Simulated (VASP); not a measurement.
A run of VASP 6.6.1 is set up as follows.

The input INCAR:

```
SYSTEM = Be3CdTe4
PREC = Normal ; ENCUT = 520
EDIFF = 1E-4 ; ISMEAR = 0
SIGMA = 0.15 ; LREAL = .FALSE.
LASPH = .TRUE. ; NELM = 60
ALGO = Fast ; ISIF = 3
LWAVE = .FALSE. ; LCHARG = .FALSE.
GGA = PE ; IBRION = 2
NSW = 24 ; EDIFFG = -0.08
KPAR = 4
```

File KPOINTS:

```
Automatic mesh
0
G
  4 4 2
  0 0 0
```

File POSCAR:

```
Be3CdTe4
1.0
    4.0300000000      0.0000000000      0.0000000000
    0.0000000000      4.0300000000      0.0000000000
    0.0000000000      0.0000000000     11.4000000000
Be Cd Te
3 1 4
Direct
    0.0000000000      0.0000000000      0.5000000000
    0.5000000000      0.5000000000      0.7350000000
    0.5000000000      0.5000000000      0.2650000000
    0.0000000000      0.0000000000      0.0000000000
    0.0000000000      0.5000000000      0.6150000000
    0.5000000000      0.0000000000      0.3850000000
    0.5000000000      0.0000000000      0.8550000000
    0.0000000000      0.5000000000      0.1450000000
```

Potentials or basis: VASP PAW PBE potentials, release 64 (Be, Cd, Te).

The run is started by

```bash
$ cat potpaw_PBE.64/Be/POTCAR potpaw_PBE.64/Cd/POTCAR potpaw_PBE.64/Te/POTCAR > POTCAR
$ mpirun -np 4 vasp_std > vasp.out
```

Problem. Predict the band gap on the k mesh.

Solution. 1.81 eV, indirect (least direct gap 1.88 eV).

Problem. What does it give for the space group after relaxing (to 0.05 Å)?

Solution. P-4m2 (No. 115).

Step by step:
```
step  energy change (eV)  largest force (eV/Å)  pressure (GPa)  volume (Å³)
   1              0.0000                1.8646            7.88       185.15
   2             -0.6161                0.2870           -2.24       217.33
   3             -0.6647                0.5495           -0.55       209.45
   4             -0.6643                0.5669           -0.43       208.95
   5             -0.6963                0.3431           -0.06       207.38
   6             -0.7130                0.2052            0.31       205.24
   7             -0.7208                0.1502           -0.02       206.65
   8             -0.7229                0.1156           -0.34       207.92
   9             -0.7281                0.0748           -0.24       206.98
```

Caveat: spin-orbit coupling is left out, which moves the levels of the heavy elements. A k mesh can miss the band edges.
